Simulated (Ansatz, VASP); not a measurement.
## One calculation of Be2Si, two programs

File run.py:

```python
from ase.calculators.vasp import Vasp
from ase.dft.bandgap import bandgap
from ase.io import read

atoms = read('Be2Si.cif')
calc = Vasp(
    directory='calc',
    xc='pbe',
    pp='PBE',
    setups='minimal',
    prec='Accurate',
    encut=500,
    ediff=1e-06,
    ismear=0,
    sigma=0.1,
    lreal=False,
    lasph=True,
    nelm=100,
    algo='Normal',
    isif=2,
    lwave=False,
    lcharg=False,
    kpts=[9, 9, 9],
    gamma=True,
    nbands=11,
)
atoms.calc = calc

print('energy (eV):', atoms.get_potential_energy())
print('free energy (eV):', atoms.get_potential_energy(force_consistent=True))
print('forces (eV/A):')
print(atoms.get_forces())
print('stress (eV/A^3, Voigt):', atoms.get_stress())
print('Fermi level (eV):', calc.get_fermi_level())
gap, top, bottom = bandgap(calc)
print('band gap (eV):', gap, 'from (spin, k, band)', top, 'to', bottom)
```

Contents of Be2Si.cif:

```cif
data_Be2Si
_cell_length_a 3.73352380
_cell_length_b 3.73352380
_cell_length_c 3.73352380
_cell_angle_alpha 60.00000000
_cell_angle_beta 60.00000000
_cell_angle_gamma 60.00000000
_space_group_name_H-M_alt 'P1'
_space_group_name_Hall 'P 1'
_space_group_IT_number 1
loop_
_space_group_symop_operation_xyz
'x,y,z'
loop_
_atom_site_label
_atom_site_type_symbol
_atom_site_symmetry_multiplicity
_atom_site_Wyckoff_symbol
_atom_site_fract_x
_atom_site_fract_y
_atom_site_fract_z
_atom_site_occupancy
Si1 Si 1 a 0.0000000000 0.0000000000 0.0000000000 1
Be1 Be 1 a 0.2500000000 0.2500000000 0.2500000000 1
Be2 Be 1 a 0.7500000000 0.7500000000 0.7500000000 1
```

Contents of input.yaml:

```yaml
crystal:
  lattice:
    - [0.0, 2.64, 2.64]
    - [2.64, 0.0, 2.64]
    - [2.64, 2.64, 0.0]
  atoms:
    - { symbol: Si, position: [0.0, 0.0, 0.0] }
    - { symbol: Be, position: [0.25, 0.25, 0.25] }
    - { symbol: Be, position: [0.75, 0.75, 0.75] }
hamiltonian:
  xc: pbe
  pseudopotentials: { kind: paw }
kpoints:
  mp_grid: { grid: [9, 9, 9] }
scf:
  occupations: { method: gaussian, width: 0.1 }
output:
  forces: true
  stress: true
  eigenvalues: true
  write_density: true
  write_potential: true
  elf: true
  volumetric_format: npy
```

The cell comes from a database or a generator and needn't be the stable form of this composition.

Alike in both runs: task single point; functional PBE; k mesh 9 × 9 × 9; occupations gaussian, width 0.1 eV; no spin polarisation.

|  | VASP | Ansatz |
| --- | --- | --- |
| version | VASP 6.6.1 | Ansatz 0.2.0 |
| potentials or method | VASP PAW PBE potentials, release 64 (Si, Be) | Ansatz PAW |
| plane-wave cutoff (eV) | 500 | 420 |
| valence electrons in the cell | 8 | 8 |

```csv
,VASP,Ansatz,Ansatz less VASP
gap on the k mesh at the Fermi level (eV),none,none,-
pressure (GPa),0.2,0.2,-0.06
```

A gap of «none» marks a metal or a gap that the smearing closes.
